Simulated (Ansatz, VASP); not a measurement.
# Code comparison for Tc3Ni (P1, 8 atoms in the cell)

Self-consistent single point, at a second geometry (atoms moved at random). First geometry:

```xyz
8
Lattice="5.4168 0.0000 0.0000 -2.7084 4.6911 0.0000 0.0000 0.0000 4.3720" Properties=species:S:1:pos:R:3 pbc="T T T"
Ni     2.7084     1.5637     1.0930
Ni     0.0000     3.1274     3.2790
Tc     2.7084     3.1344     3.2790
Tc     0.0000     1.5567     1.0930
Tc    -1.3603     3.9127     1.0930
Tc     4.0686     0.7783     3.2790
Tc     1.3481     0.7783     3.2790
Tc     1.3603     3.9127     1.0930
```

Second geometry:
```xyz
8
Lattice="5.4168 0.0000 0.0000 -2.7084 4.6911 0.0000 0.0000 0.0000 4.3720" Properties=species:S:1:pos:R:3 pbc="T T T"
Ni     2.8012     1.5750     1.1287
Ni     0.0051     3.1202     3.3056
Tc     2.6634     3.0906     3.2938
Tc    -0.0055     1.6420     1.0549
Tc    -1.3678     3.9144     1.1292
Tc     3.9874     0.7703     3.2176
Tc     1.3591     0.7765     3.2505
Tc     1.3906     3.8752     1.1078
```

Shared settings, as Ansatz (an electronic-structure program) writes them: kpoints.mp_grid.grid = 5 5 5; scf.occupations.method = gaussian; scf.occupations.width = 0.0147 Ry. Potentials and cutoffs stand in the table.

```
code                                           model  ΔF from the first geometry (meV/atom)  pressure (GPa)  largest force (eV/Å)   cutoff
------  --------------------------------------------  -------------------------------------  --------------  --------------------  -------
Ansatz                         LDA (PW92), PAW files                                   26.2          -22.55                 1.154  36.7 Ry
VASP    LDA (PZ), VASP's LDA PAW potentials (set 64)                                   26.1          -23.72                 1.141   300 eV
```

Size of the force on each atom (eV/Å): Sizes of forces hide their directions.

```
code      Ni1    Ni2    Tc3    Tc4    Tc5    Tc6    Tc7    Tc8
------  -----  -----  -----  -----  -----  -----  -----  -----
Ansatz  0.899  0.327  0.692  0.999  0.249  1.154  0.424  0.494
VASP    0.886  0.323  0.687  0.991  0.245  1.141  0.421  0.483
```

On Ansatz's run: spin polarisation is off.

The spread over the programs that give each value: ΔF from the first geometry within 0.1 meV/atom; pressure within 1.17 GPa; largest force within 0.013 eV/Å.

Ansatz's pressure is given at a fixed set of plane waves, as the other plane-wave codes print theirs; with its correction for the finite basis it is -22.48 GPa. The same LDA comes in different parametrisations, which differ slightly.

VASP's run is marked for a possible Pulay error in its stress at this cutoff; no cutoff test was made.

The starting cell comes from a database of computed structures (which also holds hypothetical and non-ambient phases and stackings), without a prior relaxation at this level. Its lattice was rescaled by a random factor within 2.5 % of one. For this run, on top of that: atoms moved at random.

Keys are those of Ansatz 0.2.
